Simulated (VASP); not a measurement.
Data:

```xyz
8
Lattice="-0.0135 6.2763 6.3382 6.2763 -0.0135 6.3382 3.1314 3.1314 0.0000" Properties=species:S:1:pos:R:3 pbc="T T T"
Hg     6.2629     6.2629    12.6215
Hg     3.1659     6.2284     9.5072
Hg     6.2284     3.1659     9.5072
Te     1.5657     1.5657     1.5919
Te     4.5607     1.7022     4.8993
Te     1.7022     4.5607     4.8993
Te     4.6971     4.6971     7.6772
Be     6.2629     6.2629     6.3407
```

Calculation: PBEsol GGA, VASP's PBE PAW potentials (set 64) (plane waves; VASP). Numerical set-up: 400 eV cut-off, Gaussian smearing of 0.050 eV, potentials Hg Te Be.

Task: Give the energies of bands 23 to 36 at the high-symmetry points, in eV from the Fermi level.

Result: 
```tsv
band	Γ	Y	C0	Z	A0	T	S	R
23	-2.74	-3.02	-3.25	-4.26	-4.90	-5.05	-3.23	-4.63
24	-2.50	-3.02	-3.19	-3.26	-2.72	-2.70	-2.76	-3.05
25	-1.42	-2.54	-2.36	-3.08	-2.59	-2.54	-2.52	-2.98
26	-1.29	-2.32	-2.32	-2.95	-2.54	-2.43	-2.48	-2.70
27	-1.23	-1.74	-1.58	-2.90	-2.26	-2.29	-1.51	-2.40
28	-0.81	-1.24	-1.25	-2.54	-1.96	-1.38	-1.14	-2.17
29	-0.26	-1.13	-1.22	-2.41	-1.61	-1.04	-0.73	-1.91
30	-0.26	-0.88	-1.16	-1.43	-1.15	-1.01	-0.37	-1.50
31	-0.14	-0.88	-0.50	-0.84	-1.10	-0.90	-0.36	-1.48
32	0.00	1.49	1.68	1.90	0.98	0.38	0.86	1.26
33	0.71	2.06	2.06	2.36	1.39	0.94	1.40	2.33
34	1.11	2.37	2.27	3.03	1.61	1.13	2.04	2.38
35	1.99	2.41	2.38	4.19	2.23	2.11	2.45	2.53
36	2.23	3.08	3.19	4.28	2.52	2.16	3.78	3.71
```

It has no gap at this level: it comes out as a metal or semimetal.

The structure was generated: BeHg3Te4 was put into an ordered model structure (Amm2), which need not be its known phase. It was relaxed first.
